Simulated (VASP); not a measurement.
Output of a VASP run:

**OUTCAR**
```
 ion  position               nearest neighbor table
   1  0.222  0.111  0.250-  49 1.98  37 1.98  45 1.98  36 1.99  12 3.23   2 3.23  14 3.24  10 3.24
                             4 3.24  16 3.24   9 3.24  32 3.24  24 3.25  13 3.25  17 3.25   5 3.25
   2  0.110  0.220  1.000-  37 1.98  42 1.98  62 1.98  38 1.98   7 3.20   5 3.21  33 3.22  24 3.23
                             3 3.23  10 3.23   1 3.23  26 3.23  25 3.24  14 3.25  18 3.26   6 3.27
   3  0.222  0.110  0.750-  38 1.98  47 1.98  51 1.98  39 1.98   2 3.23  14 3.23  10 3.23  16 3.23
                             4 3.24  12 3.24  34 3.24  11 3.24  26 3.25  19 3.25   7 3.25  15 3.25
   4  0.108  0.219  0.500-  40 1.96  60 1.96  36 1.99  39 1.99  35 3.19  26 3.22  24 3.22  27 3.23
                            12 3.23   3 3.24   1 3.24   8 3.27  72 3.27   5 3.28  16 3.28   7 3.28
   5  0.219  0.443  0.246-  40 1.97  41 1.98  37 1.98  53 1.99   6 3.21   2 3.21  18 3.22  24 3.22
                            28 3.22   9 3.25   1 3.25   8 3.27   4 3.28  72 3.29  20 3.29  17 3.30
   6  0.110  0.556  1.000-  41 1.98  42 1.98  66 1.98  46 1.98   7 3.20   5 3.21  29 3.22  28 3.23
                            10 3.23  11 3.23  30 3.23   9 3.24  25 3.24  21 3.25  18 3.26   2 3.27
   7  0.219  0.443  0.755-  55 1.97  42 1.98  39 1.99  43 1.99   2 3.20   6 3.20  18 3.22  26 3.23
                            30 3.23  11 3.25   3 3.25   8 3.28   4 3.28  19 3.28  72 3.28  22 3.28
   8  0.108  0.555  0.500-  40 1.96  64 1.96  44 1.99  43 1.99  31 3.19  30 3.22  28 3.22  27 3.23
                            11 3.24  12 3.24   9 3.24   4 3.27  72 3.27   5 3.27  23 3.28   7 3.28
   9  0.222  0.778  0.250-  57 1.98  41 1.98  45 1.98  44 1.99  12 3.23   6 3.24  21 3.24  10 3.24
                            23 3.24   1 3.24   8 3.24  32 3.24  13 3.24  28 3.25   5 3.25  20 3.25
  10  0.111  0.889  1.000-  38 1.98  70 1.98  46 1.98  45 1.99   6 3.23  14 3.23   2 3.23   3 3.23
                            33 3.24  21 3.24  29 3.24  34 3.24  11 3.24   1 3.24   9 3.24  32 3.24
  11  0.222  0.778  0.750-  46 1.98  47 1.98  59 1.98  43 1.98   6 3.23   8 3.24  23 3.24  21 3.24
                            10 3.24  12 3.24   3 3.24  34 3.24  22 3.25   7 3.25  15 3.25  30 3.25
  12  0.111  0.889  0.500-  44 1.98  36 1.98  68 1.98  47 1.99  32 3.23   9 3.23   1 3.23  16 3.23
                             4 3.23   8 3.24  35 3.24  23 3.24   3 3.24  11 3.24  31 3.24  34 3.24
  13  0.555  0.111  0.250-  57 1.98  49 1.98  48 1.98  61 1.98  17 3.22  20 3.22  23 3.22  16 3.23
                            27 3.23  21 3.23  14 3.23  25 3.24   9 3.24   1 3.25  24 3.25  28 3.25
  14  0.444  0.220  1.000-  49 1.98  54 1.98  50 1.98  38 1.98  19 3.20  17 3.21  21 3.22  15 3.23
                             3 3.23  10 3.23  13 3.23   1 3.24   2 3.25  25 3.25  18 3.26  29 3.27
  15  0.556  0.111  0.750-  50 1.98  63 1.98  51 1.99  59 1.99  16 3.22  23 3.22  22 3.23  19 3.23
                            21 3.23  14 3.23  25 3.24  27 3.24  30 3.24  26 3.24  11 3.25   3 3.25
  16  0.444  0.219  0.500-  52 1.96  48 1.96  36 1.99  51 1.99  23 3.19  15 3.22  13 3.23  27 3.23
                             3 3.23  12 3.23   1 3.24  31 3.26  72 3.27  17 3.28   4 3.28  19 3.28
  17  0.557  0.442  0.246-  52 1.97  49 1.98  65 1.98  53 1.99  29 3.21  14 3.21  18 3.22  13 3.22
                            28 3.22   1 3.25  32 3.25  31 3.27  16 3.28  72 3.29   5 3.30  20 3.30
  18  0.444  0.556  0.001-  58 1.98  54 1.98  42 1.99  53 2.00  20 3.21  22 3.22   5 3.22  17 3.22
                            19 3.22   7 3.22  29 3.26  21 3.26  33 3.26   6 3.26  14 3.26   2 3.26
  19  0.556  0.443  0.755-  55 1.97  54 1.98  67 1.99  51 1.99  14 3.20  29 3.20  18 3.22  30 3.23
                            15 3.23   3 3.25  34 3.25  16 3.28  31 3.28   7 3.28  22 3.28  72 3.28
  20  0.557  0.781  0.246-  56 1.97  57 1.98  69 1.98  53 1.99  33 3.21  21 3.21  18 3.21  24 3.22
                            13 3.22  32 3.25   9 3.25  35 3.27  23 3.27  72 3.29   5 3.29  17 3.30
  21  0.444  0.890  1.000-  57 1.98  58 1.98  50 1.98  46 1.98  22 3.20  20 3.21  14 3.22  15 3.23
                            13 3.23  10 3.24  11 3.24   9 3.24  25 3.24   6 3.25  18 3.26  33 3.27
  22  0.557  0.780  0.755-  55 1.97  58 1.98  59 1.99  71 1.99  21 3.20  33 3.20  18 3.22  26 3.23
                            15 3.23  11 3.25  34 3.25  35 3.28  23 3.28  19 3.28  72 3.28   7 3.28
  23  0.445  0.891  0.500-  56 1.96  48 1.96  44 1.99  59 1.99  16 3.19  15 3.22  13 3.22  27 3.23
                            11 3.24  12 3.24   9 3.24  35 3.27  72 3.27  20 3.27   8 3.28  22 3.28
  24  0.889  0.111  0.250-  69 1.98  37 1.98  60 1.98  61 1.98   5 3.22  20 3.22   4 3.22  35 3.23
                            27 3.23  33 3.23   2 3.23  25 3.24  32 3.25   1 3.25  13 3.25  28 3.25
  25  0.778  0.222  1.000-  66 1.98  50 1.98  62 1.98  61 1.99  30 3.23  15 3.24  26 3.24  24 3.24
                            28 3.24  13 3.24  33 3.24   6 3.24  29 3.24   2 3.24  21 3.24  14 3.25
  26  0.888  0.111  0.750-  62 1.98  63 1.98  71 1.99  39 1.99   4 3.22  35 3.22   7 3.23  22 3.23
                            33 3.23   2 3.23  25 3.24  27 3.24  15 3.24  30 3.24   3 3.25  34 3.25
  27  0.778  0.222  0.500-  64 1.98  60 1.98  48 1.98  63 1.99  31 3.23   8 3.23   4 3.23  23 3.23
                            16 3.23  35 3.23  13 3.23  24 3.23  28 3.23  26 3.24  30 3.24  15 3.24
  28  0.889  0.445  0.250-  41 1.98  65 1.98  64 1.98  61 1.98  17 3.22   5 3.22  31 3.22   8 3.22
                            29 3.23   6 3.23  27 3.23  25 3.24  32 3.24   9 3.25  13 3.25  24 3.25
  29  0.779  0.556  1.000-  65 1.98  54 1.98  66 1.98  70 1.98  19 3.20  17 3.21   6 3.22  28 3.23
                            30 3.23  34 3.23  10 3.24  32 3.24  25 3.24  33 3.25  18 3.26  14 3.27
  30  0.888  0.444  0.750-  66 1.98  63 1.98  67 1.99  43 1.99  31 3.22   8 3.22  19 3.23   7 3.23
                            29 3.23  25 3.23   6 3.23  27 3.24  15 3.24  26 3.24  34 3.25  11 3.25
  31  0.780  0.555  0.500-  52 1.96  64 1.96  68 1.99  67 1.99   8 3.19  30 3.22  28 3.22  27 3.23
                            34 3.24  12 3.24  32 3.24  16 3.26  72 3.27  17 3.27  35 3.28  19 3.28
  32  0.889  0.778  0.250-  65 1.98  69 1.98  45 1.98  68 1.99  12 3.23  29 3.24  33 3.24  10 3.24
                            35 3.24  31 3.24   1 3.24   9 3.24  28 3.24  24 3.25  20 3.25  17 3.25
  33  0.779  0.890  1.000-  69 1.98  58 1.98  62 1.98  70 1.98  22 3.20  20 3.21   2 3.22  26 3.23
                            24 3.23  34 3.23  10 3.24  32 3.24  25 3.24  29 3.25  18 3.26  21 3.27
  34  0.889  0.778  0.750-  70 1.98  47 1.98  71 1.98  67 1.98  29 3.23  33 3.23  35 3.24  10 3.24
                            31 3.24  12 3.24   3 3.24  11 3.24  30 3.25  22 3.25  26 3.25  19 3.25
  35  0.780  0.891  0.500-  56 1.96  60 1.96  68 1.99  71 1.99   4 3.19  26 3.22  24 3.23  27 3.23
                            12 3.24  34 3.24  32 3.24  23 3.27  20 3.27  72 3.27  31 3.28  22 3.28
  36  0.222  0.111  0.438-  12 1.98   4 1.99  16 1.99   1 1.99
  37  0.110  0.220  0.187-   5 1.98   2 1.98   1 1.98  24 1.98
  38  0.222  0.111  0.938-   2 1.98  14 1.98   3 1.98  10 1.98
  39  0.111  0.222  0.689-   3 1.98  26 1.99   7 1.99   4 1.99
  40  0.204  0.435  0.432-   4 1.96   8 1.96   5 1.97  72 2.15
  41  0.110  0.557  0.187-   5 1.98   6 1.98   9 1.98  28 1.98
  42  0.221  0.444  0.942-   7 1.98   6 1.98   2 1.98  18 1.99
  43  0.111  0.555  0.689-  11 1.98  30 1.99   7 1.99   8 1.99
  44  0.222  0.777  0.439-  12 1.98  23 1.99   8 1.99   9 1.99
...
```

**OSZICAR**
```
       N       E                     dE             d eps       ncg     rms          rms(c)
DAV:   1    -0.527880043275E+03   -0.52788E+03   -0.22574E+01   734   0.124E+01    0.980E+00
DAV:   2    -0.528044130354E+03   -0.16409E+00   -0.69513E-01   888   0.140E+00    0.674E+00
DAV:   3    -0.528019268695E+03    0.24862E-01   -0.21721E-02   816   0.386E-01    0.397E+00
DAV:   4    -0.528041670886E+03   -0.22402E-01   -0.41299E-02   816   0.436E-01    0.226E+00
DAV:   5    -0.528036572086E+03    0.50988E-02   -0.12474E-02   888   0.253E-01    0.125E+00
DAV:   6    -0.528033963144E+03    0.26089E-02   -0.25071E-03   920   0.133E-01    0.700E-01
DAV:   7    -0.528032995886E+03    0.96726E-03   -0.82234E-04   880   0.800E-02    0.386E-01
DAV:   8    -0.528032672876E+03    0.32301E-03   -0.20947E-04   848   0.376E-02    0.217E-01
DAV:   9    -0.528032570104E+03    0.10277E-03   -0.99963E-05   819   0.211E-02    0.120E-01
DAV:  10    -0.528032547429E+03    0.22675E-04   -0.56307E-05   696   0.138E-02    0.657E-02
DAV:  11    -0.528032545422E+03    0.20068E-05   -0.29535E-05   475   0.102E-02
   1 F= -.52803255E+03 E0= -.52803255E+03  d E =-.166850E-06  mag=     1.0000
```

### OUTCAR
```
------------------------ aborting loop because EDIFF is reached ----------------------------------------
  volume of cell :      866.68
      direct lattice vectors                 reciprocal lattice vectors
     4.868317892 -8.432173817  0.000000000     0.102704879 -0.059296690  0.000000000
     4.868317892  8.432173817  0.000000000     0.102704879  0.059296690  0.000000000
     0.000000000  0.000000000 10.556283981     0.000000000  0.000000000  0.094730305
  FREE ENERGIE OF THE ION-ELECTRON SYSTEM (eV)
  ---------------------------------------------------
  free  energy   TOTEN  =      -528.0325454220 eV

  energy  without entropy=     -528.0325452552  energy(sigma->0) =     -528.03254534

  exchange ACFDT corr.  =         0.00000000  see jH, gK, PRB 81, 115126

 total charge

# of ion       s       p       d       tot
------------------------------------------
    1        1.009   1.394   0.381   2.784
    2        1.011   1.405   0.387   2.803
    3        1.009   1.393   0.381   2.783
    4        1.016   1.418   0.391   2.825
    5        1.011   1.407   0.388   2.806
    6        1.011   1.405   0.387   2.803
    7        1.012   1.407   0.388   2.807
    8        1.016   1.418   0.392   2.826
    9        1.009   1.393   0.381   2.783
   10        1.009   1.391   0.380   2.780
   11        1.009   1.392   0.381   2.781
   12        1.010   1.390   0.380   2.780
   13        1.009   1.394   0.381   2.785
   14        1.011   1.405   0.387   2.803
   15        1.010   1.393   0.381   2.784
   16        1.016   1.418   0.392   2.826
   17        1.011   1.406   0.389   2.806
   18        1.004   1.376   0.375   2.756
   19        1.012   1.408   0.389   2.808
   20        1.011   1.407   0.388   2.806
   21        1.011   1.405   0.386   2.803
   22        1.012   1.407   0.389   2.808
   23        1.016   1.419   0.392   2.827
   24        1.010   1.395   0.381   2.785
   25        1.008   1.390   0.380   2.778
   26        1.010   1.393   0.381   2.784
   27        1.009   1.394   0.380   2.783
   28        1.009   1.394   0.381   2.785
   29        1.011   1.405   0.387   2.803
   30        1.010   1.393   0.381   2.784
   31        1.016   1.417   0.392   2.825
   32        1.009   1.393   0.381   2.783
   33        1.011   1.405   0.386   2.802
   34        1.009   1.392   0.381   2.781
   35        1.016   1.418   0.391   2.825
   36        1.227   2.447   0.000   3.674
   37        1.227   2.455   0.000   3.682
   38        1.226   2.454   0.000   3.680
   39        1.227   2.448   0.000   3.675
   40        1.232   2.449   0.000   3.681
   41        1.226   2.456   0.000   3.682
   42        1.227   2.455   0.000   3.683
   43        1.226   2.449   0.000   3.675
   44        1.227   2.446   0.000   3.674
   45        1.227   2.450   0.000   3.677
   46        1.226   2.453   0.000   3.679
   47        1.226   2.451   0.000   3.677
   48        1.228   2.459   0.000   3.687
   49        1.227   2.455   0.000   3.682
   50        1.226   2.454   0.000   3.680
   51        1.226   2.449   0.000   3.675
   52        1.231   2.451   0.000   3.682
...
```
(Selected blocks of OUTCAR.)

POSCAR:
```
Ga35InN36
1
    4.8683178924    -8.4321738171     0.0000000000
    4.8683178924     8.4321738171     0.0000000000
    0.0000000000     0.0000000000    10.5562839808
Ga N In
35 36 1
Direct
  0.2219630871   0.1107687178   0.2500087565
  0.1101815145   0.2204676923   0.9998297008
  0.2217571776   0.1104547129   0.7497960014
  0.1078464412   0.2193066371   0.5001933325
  0.2186541994   0.4426654752   0.2462853524
  0.1101668574   0.5562169021   0.9998552410
  0.2193075595   0.4427967871   0.7547181391
  0.1077913176   0.5547323897   0.5002331386
  0.2220783720   0.7778511174   0.2501010819
  0.1109899980   0.8886963089   0.9997855315
  0.2219226749   0.7775145252   0.7497155206
  0.1107943148   0.8885423351   0.4995599010
  0.5553364139   0.1109212082   0.2499875787
  0.4435476745   0.2204789817   0.9997553971
  0.5556113254   0.1109163082   0.7499379918
  0.4444641350   0.2192521922   0.5003507637
  0.5569861837   0.4424289821   0.2463289336
  0.4443955020   0.5555061983   0.0007921805
  0.5563908280   0.4428006814   0.7546407259
  0.5571613428   0.7809826779   0.2463435949
  0.4437323260   0.8896620312   0.9998335918
  0.5565613486   0.7799739861   0.7545996162
  0.4445842592   0.8914551448   0.5001425795
  0.8887913141   0.1110011053   0.2499593158
  0.7777649740   0.2221753577   0.9998556025
  0.8884560388   0.1108851018   0.7497781949
  0.7775331636   0.2219493081   0.4995166167
  0.8887719031   0.4445059852   0.2499248565
  0.7790696437   0.5560960321   0.9998959560
  0.8883252422   0.4438635127   0.7498990400
  0.7797289540   0.5545632324   0.5001571806
  0.8889003230   0.7777722210   0.2501519663
  0.7792286448   0.8896855328   0.9998100339
  0.8887800900   0.7775245445   0.7498087872
  0.7799040013   0.8914077013   0.5002152552
  0.2220812840   0.1111335447   0.4384446835
  0.1101523664   0.2202786106   0.1871510179
  0.2218557488   0.1105074376   0.9375574019
  0.1110743664   0.2223047513   0.6885188842
  0.2043144852   0.4352802068   0.4321809804
  0.1101669902   0.5565398043   0.1871901832
  0.2207515348   0.4436428571   0.9419069618
  0.1109226150   0.5549641032   0.6885316257
  0.2221161899   0.7772458533   0.4385099085
  0.1109589388   0.8887767988   0.1882714132
  0.2220250879   0.7778657464   0.9375471200
  0.1108222515   0.8884644877   0.6876714109
  0.5556026569   0.1109648237   0.4379254435
  0.4432132166   0.2201197950   0.1870610819
  0.5559020284   0.1112075967   0.9376457092
  0.4443064799   0.2222020866   0.6886193587
  0.5637276223   0.4352233126   0.4322278038
  0.4442935269   0.5553594106   0.1902356385
  0.5559535062   0.4436629316   0.9418183456
  0.4440249742   0.5551913137   0.7052581296
  0.5639098614   0.7947812826   0.4322460735
  0.4433682127   0.8895449746   0.1871943594
  0.5560645447   0.7788712137   0.9418032912
  0.4444408733   0.8883572296   0.6884873206
  0.8883615716   0.1108953614   0.4378780551
  0.7776172475   0.2221583850   0.1882817896
  0.8886308745   0.1112034445   0.9375624134
  0.7775199732   0.2219378555   0.6876427368
  0.8883342635   0.4437345730   0.4378648848
  0.7793754421   0.5565186226   0.1871811015
  0.8885797629   0.4440275660   0.9376534685
  0.7769159771   0.5549988206   0.6885199231
  0.8881564844   0.7771754330   0.4385324895
  0.7795168431   0.8896508231   0.1871571064
  0.8891036041   0.7778295641   0.9376193935
  0.7770767573   0.8883189143   0.6885132427
  0.4439126910   0.5550498364   0.5007757917
```

### Question
Reconstruct the remaining input files.

### Answer
This is not unique; one that fits is the input of the run itself, HSE06 screened hybrid, plane waves, VASP's PBE PAW potentials (set 64).

**INCAR**
```
# general
SYSTEM   = Ga35InN36
PREC     = Normal
ENCUT    = 400   # plane-wave cut-off (eV)
LREAL    = Auto   # projection in real space or not
LASPH    = .True.   # aspherical one-centre terms
ISYM     = 0
NELECT   = 287.0

# electronic loop
EDIFF    = 1E-5   # SCF stop (eV)
NELM     = 50   # most electronic steps
NELMIN   = 4
ALGO     = Normal
LMAXMIX  = 4   # l cut-off of mixed one-centre charges

# smearing
ISMEAR   = 0   # Gaussian
SIGMA    = 0.05   # width (eV)

# functional
GGA      = PE
LHFCALC  = .True.
AEXX     = 0.25
HFSCREEN = 0.2   # 1/Angstrom
PRECFOCK = Fast

# spin
ISPIN    = 2   # spin-polarised
MAGMOM   = 72*0.0139
NUPDOWN  = 1

# ions
ISIF     = 0

# output
LWAVE    = .False.
LCHARG   = .False.
LORBIT   = 10
```

### KPOINTS
```
Automatic mesh
0
Gamma
1 1 1
0 0 0
```

POTCAR, in this order: Ga N In (PBE.64 set). Program: vasp_gam. Read from the step before: WAVECAR.

The cell is charged, with a uniform compensating background. The supercell is sampled at Γ alone, which is coarse: total energies, pressure and levels can be off, energies of defects by several tenths of an eV.

The cell is a supercell with a defect, built from GaN (wurtzite): In_Ga, charge +1. The cell's shape comes from a PBE relaxation.
